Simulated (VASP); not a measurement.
# Mg (Magnesium): how cutoff and mesh change the relaxed cell, part 2 of 2

Aim: test the relaxed volume of Mg (Magnesium) against cutoff and mesh. The starting structure is a measured crystal structure from the Crystallography Open Database.

VASP 6.6.1.

Results so far: reference 22.57 Å³ an atom; a cutoff of 200 eV 22.58 Å³ an atom; a 6×6×3 mesh 22.51 Å³ an atom.

### Step 5. Relaxation with a cutoff of 340 eV

Level of this step: PBEsol; plane waves and PAW (Mg) (VASP).

Against step 2 the input has ENCUT = 340.

INCAR

```
SYSTEM = Mg
PREC = Accurate
ENCUT = 340
EDIFF = 1E-06
NELM = 100
ISMEAR = 1
SIGMA = 0.1
LREAL = .FALSE.
ALGO = Normal
GGA = PS
LORBIT = 11
LWAVE = .FALSE.
LCHARG = .FALSE.
KPAR = 2
IBRION = 2
NSW = 50
ISIF = 3
EDIFFG = -0.01
```

POSCAR

```
Mg
1.0
    3.2093000000      0.0000000000      0.0000000000
   -1.6046500000      2.7793353284      0.0000000000
    0.0000000000      0.0000000000      5.2103000000
Mg
2
Direct
    0.6666666667      0.3333333333      0.7500000000
    0.3333333333      0.6666666667      0.2500000000
```

KPOINTS

```
Automatic mesh
0
Gamma
10 10 6
0 0 0
```

PAW data sets: Mg (PBE family, release 64).

Started as:

```
$ mpirun -np 2 vasp_std
```

Log:

```text
[... set-up lines as in an earlier step ...]
 entering main loop
       N       E                     dE             d eps       ncg     rms          rms(c)
DAV:   1    -0.146764843663E+01   -0.14676E+01   -0.10231E+03   672   0.332E+02
DAV:   2    -0.344377493821E+01   -0.19761E+01   -0.18976E+01   954   0.234E+01
DAV:   3    -0.345607366368E+01   -0.12299E-01   -0.12203E-01   912   0.250E+00
DAV:   4    -0.345610675811E+01   -0.33094E-04   -0.33094E-04   996   0.114E-01
DAV:   5    -0.345610689123E+01   -0.13313E-06   -0.13288E-06   894   0.505E-03    0.948E-01
DAV:   6    -0.344583484482E+01    0.10272E-01   -0.64820E-04   876   0.223E-01    0.604E-01
DAV:   7    -0.343640659606E+01    0.94282E-02   -0.26800E-03   738   0.408E-01    0.315E-02
DAV:   8    -0.343641197799E+01   -0.53819E-05   -0.15379E-05  1074   0.333E-02    0.618E-03
DAV:   9    -0.343641147547E+01    0.50252E-06   -0.88914E-07   708   0.581E-03
   1 F= -.34364115E+01 E0= -.34360097E+01  d E =-.343641E+01
[...]
2 F= -.34416329E+01 E0= -.34412111E+01  d E =-.522143E-02
[...]
3 F= -.34422460E+01 E0= -.34417869E+01  d E =-.583455E-02
[...]
4 F= -.34422473E+01 E0= -.34417863E+01  d E =-.583579E-02
[...]
5 F= -.34423779E+01 E0= -.34418947E+01  d E =-.130598E-03
[...]
6 F= -.34423839E+01 E0= -.34418970E+01  d E =-.136662E-03
[...]
reached required accuracy - stopping structural energy minimisation
```

The job ended after 4.4 s (2 MPI ranks of Intel Xeon 6975P-C (Granite Rapids), shared host; peak memory 0.24 GiB; 7.8 s of CPU time).

Parts of OUTCAR (step 5):

```text
  Total        0.0079245      0.0079245      0.0043286      0.0000000      0.0000000      0.0000000
  in kB        0.2812958      0.2812958      0.1536519      0.0000000      0.0000000      0.0000000
  external PRESSURE =       0.2387478 kB  Pullay stress =       0.0000000 kB

 POSITION                                       TOTAL-FORCE (eV/Angst)
 -----------------------------------------------------------------------------------
      1.58113      0.91286      3.90890         0.000000     -0.000000     -0.000000
     -0.00000      1.82573      1.30297        -0.000000      0.000000      0.000000
 -----------------------------------------------------------------------------------
    total drift:                                0.000000     -0.000000      0.000000

  FREE ENERGIE OF THE ION-ELECTRON SYSTEM (eV)
  ---------------------------------------------------
  free  energy   TOTEN  =        -3.4423839302 eV

  energy  without entropy=       -3.4409231536  energy(sigma->0) =       -3.44189700

[... 2 parts as in an earlier step ...]

[... 2 further parts left out ...]
[key lines of the parts left out:]
E-fermi :   2.8146
```

With a cutoff of 340 eV the cell ends at 22.568 Å³ an atom, +0.00 % from the reference.

### Step 6. Relaxation with a 14×14×8 mesh

Against step 2 the input has a 14×14×8 mesh. This run starts from the cell of an earlier relaxation, which isn't shown; the restart sets up the plane waves anew.

INCAR, as its differences from that of step 5:

```diff
@@ -2,3 +2,3 @@
 PREC = Accurate
-ENCUT = 340
+ENCUT = 450
 EDIFF = 1E-06
```

POSCAR

```
Mg
1.0
    3.1642561426      0.0000000000      0.0000000000
   -1.5821280713      2.7403262036      0.0000000000
    0.0000000000      0.0000000000      5.1820185028
Mg
2
Direct
    0.6666666667      0.3333333333      0.7500000000
    0.3333333333      0.6666666667      0.2500000000
```

KPOINTS

```
Automatic mesh
0
Gamma
14 14 8
0 0 0
```

Started as:

```
$ mpirun -np 2 vasp_std
```

Log:

```text
[... set-up lines as in an earlier step ...]
 entering main loop
       N       E                     dE             d eps       ncg     rms          rms(c)
DAV:   1    -0.679047865949E+00   -0.67905E+00   -0.11881E+03  1440   0.420E+02
DAV:   2    -0.345346469764E+01   -0.27744E+01   -0.26186E+01  1980   0.276E+01
DAV:   3    -0.347226401497E+01   -0.18799E-01   -0.18757E-01  2046   0.306E+00
DAV:   4    -0.347231374704E+01   -0.49732E-04   -0.49731E-04  2046   0.130E-01
DAV:   5    -0.347231396481E+01   -0.21777E-06   -0.21803E-06  2004   0.678E-03    0.961E-01
DAV:   6    -0.346182225717E+01    0.10492E-01   -0.56684E-04  1818   0.222E-01    0.612E-01
DAV:   7    -0.345232810882E+01    0.94941E-02   -0.23417E-03  1608   0.401E-01    0.313E-02
DAV:   8    -0.345233244904E+01   -0.43402E-05   -0.14416E-05  2280   0.330E-02    0.622E-03
DAV:   9    -0.345233211119E+01    0.33784E-06   -0.88562E-07  1470   0.598E-03
   1 F= -.34523321E+01 E0= -.34522490E+01  d E =-.345233E+01
[...]
reached required accuracy - stopping structural energy minimisation
```

Run time: 3.4 s. Hardware: 2 MPI ranks; peak memory 0.31 GiB; 5.6 s of CPU time.

Parts of OUTCAR (step 6):

```text
  Total        0.0048639      0.0048639      0.0134828      0.0000000      0.0000000      0.0000000
  in kB        0.1734309      0.1734309      0.4807494      0.0000000      0.0000000      0.0000000
  external PRESSURE =       0.2758704 kB  Pullay stress =       0.0000000 kB

 POSITION                                       TOTAL-FORCE (eV/Angst)
 -----------------------------------------------------------------------------------
      1.58213      0.91344      3.88651        -0.000000      0.000000      0.000000
     -0.00000      1.82688      1.29550         0.000000     -0.000000      0.000000
 -----------------------------------------------------------------------------------
    total drift:                                0.000000     -0.000000      0.000000

  FREE ENERGIE OF THE ION-ELECTRON SYSTEM (eV)
  ---------------------------------------------------
  free  energy   TOTEN  =        -3.4523321112 eV

  energy  without entropy=       -3.4520828050  energy(sigma->0) =       -3.45224901

[... 1 part as in an earlier step ...]

[... 3 further parts left out ...]
[key lines of the parts left out:]
E-fermi :   2.7189
```

With a 14×14×8 mesh the cell ends at 22.467 Å³ an atom, -0.45 % from the reference, a by +0.1 % and c by -0.6 %.

### Step 7. All runs side by side

```csv
run,volume (Å³/atom),change (%),pressure left (GPa),core minutes
reference,22.568,-,0.02,0.22
a cutoff of 200 eV,22.58,0.05,0.02,0.0733
a 6×6×3 mesh,22.511,-0.25,0.02,0.14
a cutoff of 340 eV,22.568,0.0,0.02,0.147
a 14×14×8 mesh,22.467,-0.45,0.03,0.54
```

Core minutes are wall time times ranks, summed over the relaxations behind a row (those for a bulk modulus apart), on shared hosts.

### Step 8. What came out

| Property | Result |
| --- | --- |
| volume of the reference | 22.57 Å³/atom |
| volume against the reference, a cutoff of 200 eV | +0.05 % |
| volume against the reference, a 6×6×3 mesh | -0.25 % |
| volume against the reference, a cutoff of 340 eV | +0.00 % |
| volume against the reference, a 14×14×8 mesh | -0.45 % |

In words: The volume moves most with a 14×14×8 mesh: -0.45 %, a by +0.1 % and c by -0.6 % against the reference (450 eV, 10×10×6 mesh). On finer settings it changes by -0.45 % with a 14×14×8 mesh. The axes move most with a 6×6×3 mesh: a by +0.3 % and c by -0.8 %, which partly cancels in the volume. The relaxations stop with up to 0.03 GPa left, which at a bulk modulus of 50 GPa, to name a scale, is 0.06 % of the volume, and more along a soft axis. Further runs on this material are not shown.

[Lines on the potential files, build, host, timing and source positions are cut from VASP's logs without a mark.]

[Logs are printed without paths, hosts, clocks, repeated set-up lines and the standing remarks that a program may print on its own settings, such as how far it seeks lower states.]

[Hosts, paths, dates, database ids (printed as entryN), source tags and the programs' standing remarks are cut or masked in the printed files.]
